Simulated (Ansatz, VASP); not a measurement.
# Be2Sn: VASP beside Ansatz

```xyz
3
Lattice="0.0000 2.9056 2.9056 2.9056 0.0000 2.9056 2.9056 2.9056 0.0000" Properties=species:S:1:pos:R:3 pbc="T T T"
Be    1.4528    1.4528    1.4528
Be    4.3584    4.3584    4.3584
Sn    0.0000    0.0000    0.0000
```

Change from the starting cell: species swapped into the Mg2Si type (Fm-3m, No. 225).

Alike in both runs: task relaxation of cell and atoms; functional PBE; k mesh 14 × 14 × 14; occupations gaussian, width 0.1 eV; no spin polarisation.

```csv
,VASP,Ansatz
version,VASP 6.6.1,Ansatz 0.2.0
potentials or method,"VASP PAW PBE potentials, release 64 (Be, Sn_d)","scalar-relativistic, plane waves, PAW"
plane-wave cutoff (eV),600,420
valence electrons in the cell,18,18
```

|  | VASP | Ansatz | Ansatz less VASP |
| --- | --- | --- | --- |
| gap on the k mesh at the Fermi level, each at its own relaxed structure (eV) | none | none | - |
| relaxed volume (Å³/atom) | 16.35 | 16.35 | 0.000 |
| relaxed cell length with the largest relative difference (Å) | 4.109 | 4.109 | 0.0000 |

A gap of «none» marks a metal or a gap that the smearing closes.

Caveats: the relaxation stopped at its first step, so nothing moved.
